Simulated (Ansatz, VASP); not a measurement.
**Two plane-wave programs on Si11GeS24 (a cell with a defect)**

```xyz
36
Lattice="-2.7820 4.7725 8.3280 5.5640 -9.5450 0.0000 5.5640 9.5450 -5.5520" Properties=species:S:1:pos:R:3 pbc="T T T"
Ge   -0.0001    0.0000    4.1563
Si    2.7813    4.7706    1.3959
Si    2.7821   -4.7724    6.9029
Si    5.5655    0.0021    4.1719
Si    2.7820   -4.7725    1.4093
Si    5.5632   -0.0002   -1.3804
Si    0.0001    0.0001    1.3245
Si    2.7817    4.7719   -1.3803
Si    2.7820   -4.7725    4.1560
Si    5.5643    0.0015    1.3957
Si   -0.0001   -0.0001    6.9880
Si    2.7819    4.7715    4.1720
S     1.1793    1.1394   -0.0521
S     3.9571    5.9083   -2.7662
S     3.9623   -3.6335    2.7830
S     6.7372    1.1356    0.0063
S     1.2004    1.1598    5.6398
S     3.9562    5.9055    2.7833
S     1.6075    3.6361    2.7848
S     4.3634    8.3850    0.0877
S     4.3912   -1.1344    5.5580
S     7.1669    3.6333    2.7239
S     4.3888   -1.1336    0.0087
S     7.1657    3.6335   -2.7690
S     7.1696   -3.6408    0.0080
S     9.9272    1.1593   -2.8788
S     4.3916    1.1373    2.7843
S     7.1674    5.9135   -0.0230
S     1.6070    5.9063    5.5592
S     4.3843   10.6841    2.8123
S     1.2009   -1.1591    2.6732
S     3.9559    3.6369    0.0076
S    -1.6033    3.6316    5.5290
S     1.1756    8.4127    2.7836
S     3.9614   -5.9118    0.0363
S     6.7383   -1.1349   -2.7677
```

Alike in both runs: functional PBE; k mesh 3 × 3 × 2; occupations fermi-dirac, width 0.01 eV; no spin polarisation.

Ansatz relaxed the structure, and its values are those at the end. VASP's run is a single point on that final structure, the one shown.

|  | VASP | Ansatz |
| --- | --- | --- |
| version | VASP 6.6.1 | Ansatz 0.2.0 |
| potentials or method | VASP PAW PBE potentials, release 64 (Ge_d, Si, S) | plane-wave PAW, scalar-relativistic |
| plane-wave cutoff (eV) | 520 | 420 |
| valence electrons in the cell | 202 | 202 |

```csv
,VASP,Ansatz,Ansatz less VASP
gap on the k mesh at the Fermi level (eV),2.43,2.42,-0.016
pressure (GPa),1.5,1.7,+0.23
rms of the force components (eV/Å),0.023,0.003,-0.0202
```

Ansatz warned: «stress_scf_threshold_loose».
